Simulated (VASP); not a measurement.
VASP ran on this input.

### INCAR
```
SYSTEM = BaF2
PREC = Accurate
ENCUT = 520
EDIFF = 1E-6
NELM = 100
ALGO = Fast
LREAL = .FALSE.
LASPH = .TRUE.
ISMEAR = 0
SIGMA = 0.05
GGA = PE
LMAXMIX = 4
LWAVE = .FALSE.
LCHARG = .FALSE.
ISIF = 2
```

**POSCAR**
```
BaF2
1
    0.0000000000     3.1620000000     3.1620000000
    3.1620000000     0.0000000000     3.1620000000
    3.1620000000     3.1620000000     0.0000000000
Ba F
1 2
Direct
  0.0000000000   0.0000000000   0.0000000000
  0.2500000000   0.2500000000   0.2500000000
  0.7500000000   0.7500000000   0.7500000000
```

File KPOINTS:
```
Automatic mesh
0
Gamma
6 6 6
0 0 0
```

POTCAR, in this order: Ba_sv F (PBE.64 set). Program: vasp_std.

Problem. Translate this PBE calculation to Ansatz.

Solution. One equivalent input (not run):
Ansatz 0.2 input:
```yaml
crystal:
  lattice:
    - [0.0000000, 3.1620000, 3.1620000]
    - [3.1620000, 0.0000000, 3.1620000]
    - [3.1620000, 3.1620000, 0.0000000]
  atoms:
    - { symbol: Ba, position: [0.0000000, 0.0000000, 0.0000000] }
    - { symbol: F, position: [0.2500000, 0.2500000, 0.2500000] }
    - { symbol: F, position: [0.7500000, 0.7500000, 0.7500000] }
kpoints:
  mp_grid: { grid: [6, 6, 6] }
hamiltonian:
  xc: pbe
  pseudopotentials: { kind: paw }
scf:
  occupations: { method: gaussian, width: 0.05 }
  max_iter: 100
output: { forces: true, stress: true, eigenvalues: true }
```
The two are equivalent in intent, not identical: each code has its own PAW files, so the cut-off isn't converted (ENCUT is set for VASP's; basis.ecutwfc is left out, and Ansatz then takes the one that its files recommend); Ansatz stops its SCF on the density residual and VASP on the energy change (EDIFF).

The compound is BaF2 in the fluorite structure. The cell was not relaxed at this level. The run is one of a series of settings (ALGO = Fast against the base run), some of them coarse on purpose.
